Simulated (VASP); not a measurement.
```
SrTiO3
1.0
    3.92590     0.00000     0.00000
    0.00000     3.92590     0.00000
    0.00000     0.00000     3.92590
Sr Ti O
1 1 3
Direct
  0.00000   0.00000   0.00000
  0.50000   0.50000   0.50000
  0.50000   0.00000   0.50000
  0.00000   0.50000   0.50000
  0.50000   0.50000   0.00000
```

Computed with optB88-vdW, VASP's PBE PAW potentials (set 64) (plane waves; VASP). Run with 520 eV cut-off, Gaussian smearing of 0.050 eV, potentials Sr_sv Ti_sv O.

### Question
Give the energies of bands 12 to 23 at the high-symmetry points, in eV from the valence-band maximum.

### Answer

```tsv
band	Γ	X	M	R
12	-2.78	-4.22	-4.53	-4.50
13	-2.78	-2.78	-4.41	-4.08
14	-2.78	-2.78	-4.10	-4.08
15	-1.14	-2.42	-2.77	-3.66
16	-1.14	-2.29	-2.77	-3.66
17	-1.14	-2.29	-1.71	-3.66
18	-0.36	-1.92	-1.53	0.00
19	-0.36	-0.73	-1.53	0.00
20	-0.36	-0.73	-0.09	0.00
21	1.83	1.98	3.67	4.31
22	1.83	3.66	3.67	4.31
23	1.83	3.66	4.11	4.31
```

The gap is indirect, 1.83 eV, from the valence maximum at R to the conduction minimum at Γ.

Measured: gap 3.59 eV (computed value off by -1.76 eV), as given by Anna Miglio et al., npj Computational Materials (2020), arXiv:2011.12765 [zero-point renormalisation of 336 meV (experimental, the table's column) added back].

The compound is SrTiO3 in the cubic perovskite structure, the ideal cubic form; the compound distorts at low or room temperature. It was relaxed first.
